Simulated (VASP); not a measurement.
Shape and ions are relaxed at each volume.

Energy against volume of ZrB$_{2}$ (AlB2 type). Level of theory: LDA (Ceperley-Alder, Perdew-Zunger), VASP's LDA PAW potentials (set 64) (plane waves; VASP).

```json
[
 {"V (Å³/atom)": "9.312", "E (eV/atom)": "-9.12966"},
 {"V (Å³/atom)": "9.610", "E (eV/atom)": "-9.15414"},
 {"V (Å³/atom)": "9.907", "E (eV/atom)": "-9.16179"},
 {"V (Å³/atom)": "10.204", "E (eV/atom)": "-9.15491"},
 {"V (Å³/atom)": "10.501", "E (eV/atom)": "-9.13550"}
]
```

**Question.** Fit a third-order Birch-Murnaghan equation of state.

**Answer.** 
```yaml
volume_per_atom: 9.91 Å³/atom
bulk_modulus: 260 GPa
pressure_derivative_of_the_bulk_modulus: 3.92
```

The compound is ZrB2 in the AlB2 type structure. It was relaxed first.
